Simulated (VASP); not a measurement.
Data:

```yaml
crystal:
  lattice:
    - [1.89790, -3.28725, 0.00000]
    - [1.89790, 3.28725, 0.00000]
    - [0.00000, 0.00000, 6.22009]
  atoms:
    - { symbol: Zn, position: [0.66667, 0.33333, 0.50021] }
    - { symbol: Zn, position: [0.33333, 0.66667, 0.00021] }
    - { symbol: S, position: [0.66667, 0.33333, 0.87479] }
    - { symbol: S, position: [0.33333, 0.66667, 0.37479] }
```

Level of theory: r2SCAN+rVV10, VASP's PBE PAW potentials (set 64) (plane waves; VASP). Run with 520 eV cut-off, 8×8×4 Γ-centred mesh, tetrahedra with Blöchl corrections, potentials Zn S.

Q: The job: ZnS (wurtzite), 4 atoms, r2SCAN+rVV10, static run, 520 eV, 8×8×4 Γ-centred mesh. Roughly how much core time does it take on a busy server core?

A: About 5 core-minutes (one run on a shared machine, a rough figure). It had 30 irreducible k-points, 22 bands, up to 2110 plane waves and 23 electronic steps.

The compound is ZnS in the wurtzite structure, the high-temperature form. It was relaxed first.
